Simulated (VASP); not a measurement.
# What spin-orbit coupling changes in Ta2C, part 2 of 4

Aim: run bands, DOS and a relaxation of Ta2C twice, without and with spin-orbit coupling. All runs use LDA. Left out of this account: 1 further run (fields: a reference on another mesh). The start is a cell from a database of measured crystal structures.

VASP 6.6.1, plane waves and PAW; the level of theory is named at each step.

So far. Step 2 (Bands along the symmetry lines (LDA)): There is no gap at this level.

## 3. Bands along the symmetry lines (LDA + SOC)

This step: LDA, spin-orbit coupling; plane waves and PAW (Ta_pv, C) (VASP 6.6.1).

Levels along the symmetry lines show where the bands peak and cross; KPOINTS_OPT computes them in the converged potential. Spin-orbit coupling needs spinors and the noncollinear program, where each band holds one electron.

INCAR reads:

```
SYSTEM = Ta2C
PREC = Accurate
ENCUT = 520
EDIFF = 1E-06
NELM = 100
ISMEAR = -1
SIGMA = 0.05
LREAL = .FALSE.
ALGO = Normal
GGA = CA
LNONCOLLINEAR = .TRUE.
MAGMOM = 0 0 0 0 0 0 0 0 0
NBANDS = 38
GGA_COMPAT = .FALSE.
LASPH = .TRUE.
LSORBIT = .TRUE.
LMAXMIX = 4
LORBIT = 11
LWAVE = .FALSE.
LCHARG = .FALSE.
KPAR = 4
```

POSCAR reads:

```
Ta2C
1.0
    3.1059000000      0.0000000000      0.0000000000
   -1.5529500000      2.6897883016      0.0000000000
    0.0000000000      0.0000000000      4.9464000000
Ta C
2 1
Direct
    0.3333333333      0.6666666667      0.2520100000
    0.6666666667      0.3333333333      0.7479900000
    0.0000000000      0.0000000000      0.0000000000
```

KPOINTS reads:

```
Automatic mesh
0
Gamma
10 10 6
0 0 0
```

KPOINTS_OPT reads:

```
Line mode
16
Line-mode
Reciprocal
  0.00000000   0.00000000   0.00000000 GAMMA
  0.50000000   0.00000000   0.00000000 M

  0.50000000   0.00000000   0.00000000 M
  0.33333333   0.33333333   0.00000000 K

  0.33333333   0.33333333   0.00000000 K
  0.00000000   0.00000000   0.00000000 GAMMA

  0.00000000   0.00000000   0.00000000 GAMMA
  0.00000000   0.00000000   0.50000000 A

  0.00000000   0.00000000   0.50000000 A
  0.50000000   0.00000000   0.50000000 L

  0.50000000   0.00000000   0.50000000 L
  0.33333333   0.33333333   0.50000000 H

  0.33333333   0.33333333   0.50000000 H
  0.00000000   0.00000000   0.50000000 A

  0.50000000   0.00000000   0.50000000 L
  0.50000000   0.00000000   0.00000000 M

  0.33333333   0.33333333   0.00000000 K
  0.33333333   0.33333333   0.50000000 H
```

The projector-augmented-wave data sets are Ta_pv and C (LDA family, release 64).

Command:

```
$ mpirun -np 4 vasp_ncl
```

What it wrote:

```text
[... set-up lines as in an earlier step ...]
 entering main loop
       N       E                     dE             d eps       ncg     rms          rms(c)
DAV:   1     0.239665058906E+03    0.23967E+03   -0.14041E+04  5472   0.143E+03
DAV:   2    -0.294308145701E+02   -0.26910E+03   -0.25987E+03  6028   0.429E+02
DAV:   3    -0.430039634095E+02   -0.13573E+02   -0.13292E+02  6852   0.896E+01
DAV:   4    -0.432849100821E+02   -0.28095E+00   -0.27885E+00  6850   0.123E+01
DAV:   5    -0.432899022496E+02   -0.49922E-02   -0.49883E-02  6676   0.153E+00    0.279E+01
DAV:   6    -0.393495371759E+02    0.39404E+01   -0.17741E+01  6750   0.260E+01    0.117E+01
DAV:   7    -0.391511614013E+02    0.19838E+00   -0.15040E+00  6196   0.790E+00    0.545E+00
DAV:   8    -0.391058824100E+02    0.45279E-01   -0.21841E-01  6332   0.294E+00    0.771E-01
DAV:   9    -0.390988831541E+02    0.69993E-02   -0.25101E-02  6826   0.102E+00    0.371E-01
DAV:  10    -0.390987000384E+02    0.18312E-03   -0.25517E-03  6276   0.371E-01    0.130E-01
DAV:  11    -0.390984523966E+02    0.24764E-03   -0.13898E-03  7042   0.264E-01    0.459E-02
DAV:  12    -0.390984156766E+02    0.36720E-04   -0.24535E-04  6388   0.876E-02    0.177E-02
DAV:  13    -0.390984164338E+02   -0.75714E-06   -0.12921E-05  6086   0.251E-02    0.704E-03
DAV:  14    -0.390984167178E+02   -0.28407E-06   -0.99355E-07  4794   0.594E-03
   1 F= -.39098417E+02 E0= -.39095935E+02  d E =-.496335E-02  mag=    -0.0000     0.0000    -0.0000
 Start KPOINTS_OPT (optional k-point list driver)
k-point batch [1-72\144]
       N       E                     dE             ncg
DAV:   1    -0.169913105399E+04   -0.37716E+05     5472
DAV:   2    -0.210520454172E+05   -0.19353E+05     6112
DAV:   3    -0.219821395941E+05   -0.93009E+03     6874
DAV:   4    -0.220022082252E+05   -0.20069E+02     6648
DAV:   5    -0.220026691346E+05   -0.46091E+00     6764
DAV:   6    -0.220026801497E+05   -0.11015E-01     6686
DAV:   7    -0.220026805155E+05   -0.36574E-03     6850
DAV:   8    -0.220026805288E+05   -0.13370E-04     5448
DAV:   9    -0.220026805295E+05   -0.62161E-06     4296
k-point batch [73-144\144]
       N       E                     dE             ncg
DAV:   1    -0.210267940765E+04   -0.71033E+05     5472
DAV:   2    -0.211349149084E+05   -0.19032E+05     6030
DAV:   3    -0.220168312438E+05   -0.88192E+03     6876
DAV:   4    -0.220342322426E+05   -0.17401E+02     6798
DAV:   5    -0.220345427962E+05   -0.31055E+00     6686
DAV:   6    -0.220345515330E+05   -0.87368E-02     6776
DAV:   7    -0.220345518897E+05   -0.35676E-03     6756
DAV:   8    -0.220345519030E+05   -0.13290E-04     5584
DAV:   9    -0.220345519035E+05   -0.50901E-06     4394
```

It took 44 s on 4 MPI ranks of Intel Xeon 6975P-C (Granite Rapids), shared host; peak memory 1.7 GiB.

From OUTCAR (step 3):

```text
The static configuration has the point symmetry D_3d.

 Found     72 irreducible k-points:

   k-points           NKPTS =     72   k-points in BZ     NKDIM =     72   number of bands    NBANDS=     38

   NELECT =      26.0000    total number of electrons

 E-fermi :   6.4233

 k-point     1 :       0.0000    0.0000    0.0000
  band No.  band energies     occupation
    ...
     20       2.8925      1.00000
     21       3.5996      1.00000
     22       3.5996      1.00000
     23       6.3188      0.88991
     24       6.3188      0.88991
     25       6.6155      0.02095
     26       6.6156      0.02094
     27       7.1568      0.00000
     28       7.1568      0.00000
     29       7.4898      0.00000
    ...

 k-point     2 :       0.1000   -0.0000    0.0000
  band No.  band energies     occupation
    ...
     20       2.8783      1.00000
     21       4.0159      1.00000
     22       4.0159      1.00000
     23       6.0694      0.99916
     24       6.0694      0.99916
     25       6.4595      0.32660
     26       6.4595      0.32660
     27       7.1115      0.00000
     28       7.1115      0.00000
     29       7.1921      0.00000
    ...

  Total       -1.6851777     -1.6851777     -1.8653943      0.0000000      0.0000000      0.0000000
  in kB      -65.3373463    -65.3373463    -72.3246653      0.0000000      0.0000000      0.0000000
  external PRESSURE =     -67.6664527 kB  Pullay stress =       0.0000000 kB

 POSITION                                       TOTAL-FORCE (eV/Angst)
 -----------------------------------------------------------------------------------
     -0.00000      1.79319      1.24654         0.000000     -0.000000     -0.101841
      1.55295      0.89660      3.69986        -0.000000      0.000000      0.101841
      0.00000      0.00000      0.00000        -0.000000      0.000000      0.000000
 -----------------------------------------------------------------------------------
    total drift:                               -0.000000      0.000000     -0.000000

  FREE ENERGIE OF THE ION-ELECTRON SYSTEM (eV)
  ---------------------------------------------------
  free  energy   TOTEN  =       -39.0984167178 eV

  energy  without entropy=      -39.0934533706  energy(sigma->0) =      -39.09593504

 Spin-Orbit-Coupling matrix elements
 Ion:    1  E_soc:     -1.4219537
 Ion:    2  E_soc:     -1.4219537
 Ion:    3  E_soc:     -0.0003333

 total charge
# of ion       s       p       d       tot
------------------------------------------
    1        0.331   6.247   2.367   8.945
    2        0.331   6.247   2.367   8.945
    3        0.872   1.587   0.000   2.459
--------------------------------------------------
tot          1.534  14.081   4.733  20.348

 magnetization (x)
# of ion       s       p       d       tot
------------------------------------------
    1        0.000   0.000   0.000   0.000
    2        0.000  -0.000   0.000  -0.000
    3        0.000   0.000   0.000   0.000
--------------------------------------------------
tot          0.000  -0.000   0.000  -0.000

 magnetization (y)
# of ion       s       p       d       tot
------------------------------------------
    1        0.000   0.000   0.000   0.000
    2        0.000   0.000   0.000   0.000
    3        0.000   0.000   0.000   0.000
--------------------------------------------------
tot          0.000   0.000   0.000   0.000

 magnetization (z)
# of ion       s       p       d       tot
------------------------------------------
    1        0.000   0.000   0.000   0.000
    2        0.000   0.000   0.000   0.000
    3        0.000   0.000   0.000   0.000
--------------------------------------------------
tot          0.000   0.000   0.000   0.000

[... 7 parts as in an earlier step ...]

[... 5 further parts left out ...]
```

At this level the cell is under a tension of 6.8 GPa, so at these settings it is away from equilibrium.

Numbers from this step:

```
electronic steps        : 14
bands                   : 38
free energy (TOTEN)     : -39.10 eV
energy at zero smearing : -39.10 eV
Fermi energy            : 6.423 eV
pressure                : -6.767 GPa
```

On-site spin-orbit energy by atom:

```csv
atom,on-site spin-orbit energy (eV)
Ta1,-1.42
Ta2,-1.42
C3,0.00
```

The electronic bands at the labelled points (eV, zero at the Fermi level; # counts the bands kept, so #1 is VASP's band 15):

```
          point     #9    #10    #11    #12    #13    #14   #15   #16
              Γ  -0.10  -0.10   0.19   0.19   0.73   0.73  1.07  1.07
0.47 of the way  -1.60  -1.60  -0.56  -0.56   0.91   0.91  1.58  1.58
              M  -1.69  -1.69  -0.20  -0.20   3.19   3.19  3.54  3.54
0.53 of the way  -1.84  -1.84  -0.98  -0.98   2.65   2.65  2.91  2.91
              K  -1.77  -1.77  -1.67  -1.67   2.52   2.52  2.61  2.61
0.47 of the way  -2.22  -2.22  -0.85  -0.85   1.38   1.38  1.85  1.85
              Γ  -0.10  -0.10   0.19   0.19   0.73   0.73  1.07  1.07
0.47 of the way  -0.58  -0.58  -0.14  -0.14   0.27   0.27  1.63  1.63
              A  -1.50  -1.50  -0.47  -0.47  -0.12  -0.12  2.85  2.85
0.47 of the way  -1.76  -1.76  -1.08  -1.08   0.87   0.87  2.34  2.34
              L  -1.01  -1.01  -0.91  -0.91   1.56   1.56  1.59  1.59
0.47 of the way  -1.24  -1.24  -0.37  -0.37   0.07   0.07  3.10  3.10
              H  -1.15  -1.15  -0.96  -0.96   1.24   1.24  2.37  2.37
0.53 of the way  -1.56  -1.56  -1.33  -1.33   0.58   0.58  2.01  2.01
              A  -1.50  -1.50  -0.47  -0.47  -0.12  -0.12  2.85  2.85
      jump to L  -1.01  -1.01  -0.91  -0.91   1.56   1.56  1.59  1.59
0.47 of the way  -1.41  -1.41  -0.47  -0.47   2.26   2.26  2.39  2.39
              M  -1.69  -1.69  -0.20  -0.20   3.19   3.19  3.54  3.54
      jump to K  -1.77  -1.77  -1.67  -1.67   2.52   2.52  2.61  2.61
0.53 of the way  -1.43  -1.43  -1.28  -1.28   2.18   2.18  2.59  2.59
              H  -1.15  -1.15  -0.96  -0.96   1.24   1.24  2.37  2.37
```

Of the projections kept (Ta, C), the largest for each band there; the rest of the weight can lie on other orbitals:

```csv
point,#9,#10,#11,#12,#13,#14,#15,#16
Γ,Ta 1.00,Ta 1.00,Ta 1.00,Ta 1.00,Ta 1.00,Ta 1.00,Ta 1.00,Ta 1.00
M,Ta 0.99,Ta 0.99,Ta 0.90,Ta 0.90,Ta 0.81,Ta 0.81,Ta 0.81,Ta 0.81
K,Ta 0.95,Ta 0.95,Ta 0.95,Ta 0.95,Ta 0.88,Ta 0.88,Ta 0.86,Ta 0.86
Γ,Ta 1.00,Ta 1.00,Ta 1.00,Ta 1.00,Ta 1.00,Ta 1.00,Ta 1.00,Ta 1.00
A,Ta 0.87,Ta 0.87,Ta 1.00,Ta 1.00,Ta 1.00,Ta 1.00,Ta 1.00,Ta 1.00
L,Ta 0.88,Ta 0.88,Ta 0.92,Ta 0.92,Ta 1.00,Ta 1.00,Ta 0.72,Ta 0.72
```

Force by atom:

```csv
atom,x (eV/Å),y (eV/Å),z (eV/Å),size
Ta1,0.000,0.000,-0.102,0.102
Ta2,0.000,0.000,0.102,0.102
C3,0.000,0.000,0.000,0.000
```

There is no gap at this level. Without the coupling there was no gap either. The run took 3.9 times the core time, with 38 spinor bands against 26.

## 4. Total and projected DOS (LDA)

This step: LDA; plane waves and PAW (Ta_pv, C) (VASP 6.6.1).

Here the states are counted by energy and projected on the atoms.

INCAR reads:

```
SYSTEM = Ta2C
PREC = Accurate
ENCUT = 520
EDIFF = 1E-06
NELM = 100
ISMEAR = -5
SIGMA = 0.05
LREAL = .FALSE.
ALGO = Normal
GGA = CA
NBANDS = 26
LASPH = .TRUE.
LORBIT = 11
LWAVE = .FALSE.
LCHARG = .FALSE.
KPAR = 4
NEDOS = 2001
```

POSCAR is that of step 3.

KPOINTS is that of step 3.

Command:

```
$ mpirun -np 4 vasp_std
```

What it wrote:

```text
[... set-up lines as in an earlier step ...]
 entering main loop
       N       E                     dE             d eps       ncg     rms          rms(c)
DAV:   1     0.208188140137E+03    0.20819E+03   -0.13845E+04  3744   0.104E+03
DAV:   2    -0.331469978545E+02   -0.24134E+03   -0.23234E+03  4342   0.323E+02
DAV:   3    -0.417880152027E+02   -0.86410E+01   -0.85431E+01  4452   0.567E+01
DAV:   4    -0.418551648370E+02   -0.67150E-01   -0.66997E-01  4460   0.531E+00
DAV:   5    -0.418555958190E+02   -0.43098E-03   -0.42968E-03  4676   0.437E-01    0.276E+01
DAV:   6    -0.378949182471E+02    0.39607E+01   -0.10164E+01  4670   0.188E+01    0.110E+01
DAV:   7    -0.377189886973E+02    0.17593E+00   -0.15038E+00  4420   0.634E+00    0.593E+00
DAV:   8    -0.376635286110E+02    0.55460E-01   -0.18092E-01  4704   0.229E+00    0.464E-01
DAV:   9    -0.376595017649E+02    0.40268E-02   -0.12481E-02  4614   0.663E-01    0.208E-01
DAV:  10    -0.376589439257E+02    0.55784E-03   -0.18470E-03  4708   0.335E-01    0.480E-02
DAV:  11    -0.376589022328E+02    0.41693E-04   -0.13581E-04  4724   0.830E-02    0.262E-02
DAV:  12    -0.376589032508E+02   -0.10180E-05   -0.10258E-05  4508   0.218E-02    0.777E-03
DAV:  13    -0.376589028054E+02    0.44542E-06   -0.12689E-06  3790   0.892E-03
   1 F= -.37658903E+02 E0= -.37658903E+02  d E =0.000000E+00
 -----------------------------------------------------------------------------
|                                                                             |
|           W    W    AA    RRRRR   N    N  II  N    N   GGGG   !!!           |
|           W    W   A  A   R    R  NN   N  II  NN   N  G    G  !!!           |
|           W    W  A    A  R    R  N N  N  II  N N  N  G       !!!           |
|           W WW W  AAAAAA  RRRRR   N  N N  II  N  N N  G  GGG   !            |
|           WW  WW  A    A  R   R   N   NN  II  N   NN  G    G                |
|           W    W  A    A  R    R  N    N  II  N    N   GGGG   !!!           |
|                                                                             |
|     Tetrahedron method does not include variations of the Fermi             |
|     occupations, so forces and stress will be inaccurate. We suggest        |
|     using a different smearing scheme ISMEAR = 1 or 2 for metals in         |
|     relaxations.                                                            |
|                                                                             |
 -----------------------------------------------------------------------------
```

The job ended after 6.4 s (4 MPI ranks; peak memory 0.73 GiB; 24 s of CPU time).

OUTCAR, selected parts (step 4):

```text
The static configuration has the point symmetry D_3d.

 Found     72 irreducible k-points:

   NELECT =      26.0000    total number of electrons

 E-fermi :   6.4871

 k-point     1 :       0.0000    0.0000    0.0000
  band No.  band energies     occupation
    ...
      8      -0.3437      2.00000
      9       2.8579      2.00000
     10       2.8579      2.00000
     11       3.5716      2.00000
     12       6.4080      2.00000
     13       6.9224     -0.37938
     14       6.9224      0.00000
     15       7.5447      0.00000
     16       7.5447      0.00000
     17       8.7856      0.00000
    ...

 k-point     2 :       0.1000   -0.0000    0.0000
  band No.  band energies     occupation
    ...
      9       2.0544      2.00000
     10       2.8905      2.00000
     11       3.9925      2.00000
     12       6.1388      2.00000
     13       6.5879      0.59057
     14       7.1351      0.00000
     15       7.1922      0.00000
     16       7.2655      0.00000
     17       9.1552      0.00000
     18       9.3513      0.00000
    ...

  Total       -1.7797506     -1.7797506     -1.8843012      0.0000000      0.0000000      0.0000000
  in kB      -69.0041046    -69.0041046    -73.0577164      0.0000000      0.0000000      0.0000000
  external PRESSURE =     -70.3553085 kB  Pullay stress =       0.0000000 kB

 POSITION                                       TOTAL-FORCE (eV/Angst)
 -----------------------------------------------------------------------------------
     -0.00000      1.79319      1.24654        -0.000000      0.000000     -0.098231
      1.55295      0.89660      3.69986         0.000000     -0.000000      0.098231
      0.00000      0.00000      0.00000         0.000000      0.000000      0.000000
 -----------------------------------------------------------------------------------
    total drift:                               -0.000000      0.000000     -0.000000

  FREE ENERGIE OF THE ION-ELECTRON SYSTEM (eV)
  ---------------------------------------------------
  free  energy   TOTEN  =       -37.6589028054 eV

  energy  without entropy=      -37.6589028054  energy(sigma->0) =      -37.65890281

[... 9 parts as in an earlier step ...]

[... 5 further parts left out ...]
```

With tetrahedra the forces and stress of a metal are not exact derivatives of the energy.

Numbers from this step:

* electronic steps: 13
* bands: 26
* free energy (TOTEN): -37.66 eV
* Fermi energy: 6.487 eV
* pressure: -7.036 GPa
* DOS at the Fermi level: 0.3889 states/eV/cell

The density of states has structure finer than the step of the table below, so its rows give means over 0.5 eV, whole bins alone (the curve runs from -12.0 to 5.33 eV). Peaks (eV: height): total -11.07: 3.24, -4.18: 4.76, -1.80: 3.38, 3.36: 3.49; Ta d -0.74: 1.56, 3.36: 2.56, 4.34: 2.15, 5.00: 1.98; C p -5.99: 0.468, -4.59: 0.788, -4.18: 1.28, -3.77: 0.832; Ta p -4.18: 0.249, -2.46: 0.208, -1.80: 0.266, -0.66: 0.234; Ta s -11.15: 0.0949, -6.07: 0.320, -5.00: 0.133, -2.46: 0.108.

States under -12.0 eV and over 5.3 eV are left out. Table of density of states by energy, zero at the Fermi level; means over each step; values in states/eV/cell:

```csv
energy (eV),total,Ta d,C p,Ta p,Ta s,C s
-11.5,1.26,0.126,0.00173,0.0762,0.0869,0.511
-11.0,1.77,0.267,7.7e-4,0.103,0.0398,0.761
-10.5,0,0,0,0,0,0
-10.0,0,0,0,0,0,0
-9.5,0,0,0,0,0,0
-9.0,0,0,0,0,0,0
-8.5,0,0,0,0,0,0
-8.0,0,0,0,0,0,0
-7.5,0.0326,0.00304,0.00421,4.8e-4,0.00811,9.2e-5
-7.0,0.227,0.0325,0.0335,0.00498,0.0464,7.9e-4
-6.5,1.58,0.309,0.271,0.0487,0.243,0.00929
-6.0,2.03,0.428,0.377,0.0799,0.259,0.0179
-5.5,0.267,0.0656,0.0542,0.0116,0.0253,0.00215
-5.0,1.84,0.495,0.413,0.0877,0.117,0.0147
-4.5,2.31,0.719,0.575,0.123,0.0583,0.00734
-4.0,3.01,1.04,0.834,0.122,0.0219,0.00268
-3.5,0.882,0.361,0.202,0.0188,0.00454,4.5e-4
-3.0,0.828,0.411,0.0195,0.0291,0.0200,0.00231
-2.5,2.12,0.885,0.0772,0.136,0.0753,0.0193
-2.0,2.41,1.09,0.0751,0.173,0.0502,0.00442
-1.5,2.37,1.05,0.0876,0.198,0.0348,0.00301
-1.0,2.20,1.13,0.0740,0.131,0.0413,0.00840
-0.5,1.63,0.820,0.0560,0.109,0.0354,0.0111
0.0,0.490,0.347,0.00641,0.00343,0.00151,5.7e-4
0.5,1.23,0.842,0.0366,0.0159,0.00454,6.8e-4
1.0,1.15,0.801,0.0370,0.0159,0.00393,5.7e-4
1.5,1.41,0.982,0.0562,0.0212,0.00742,0.00117
2.0,2.24,1.48,0.132,0.0422,0.0276,0.00338
2.5,2.14,1.48,0.115,0.0386,0.0200,0.00313
3.0,2.35,1.64,0.154,0.0389,0.0245,0.00601
3.5,2.84,2.12,0.168,0.0318,0.0235,0.00607
4.0,2.19,1.69,0.108,0.0254,0.0254,0.00293
4.5,2.41,1.86,0.134,0.0307,0.0383,0.00375
5.0,2.09,1.56,0.128,0.0419,0.0422,0.0136
```

Force by atom:

| atom | x (eV/Å) | y (eV/Å) | z (eV/Å) | size |
| --- | --- | --- | --- | --- |
| Ta1 | 0.0000 | 0.0000 | -0.0982 | 0.0982 |
| Ta2 | 0.0000 | 0.0000 | 0.0982 | 0.0982 |
| C3 | 0.0000 | 0.0000 | 0.0000 | 0.0000 |

Of the states within 0.3 eV of the Fermi level, the largest shares in the PAW spheres are Ta d 71 %. The rest lies in smaller channels or between the spheres.

[end of part 2 of 4]

[Lines on the potential files, build, host, timing and source positions are cut from VASP's logs without a mark.]

[Logs are printed without paths, hosts, clocks, repeated set-up lines and the standing remarks that a program may print on its own settings, such as how far it seeks lower states.]

[Hosts, paths, dates, database ids (printed as entryN), source tags and the programs' standing remarks are cut or masked in the printed files.]

[A measured line is paired with the nearest computed mode of its activity, which favours agreement.]
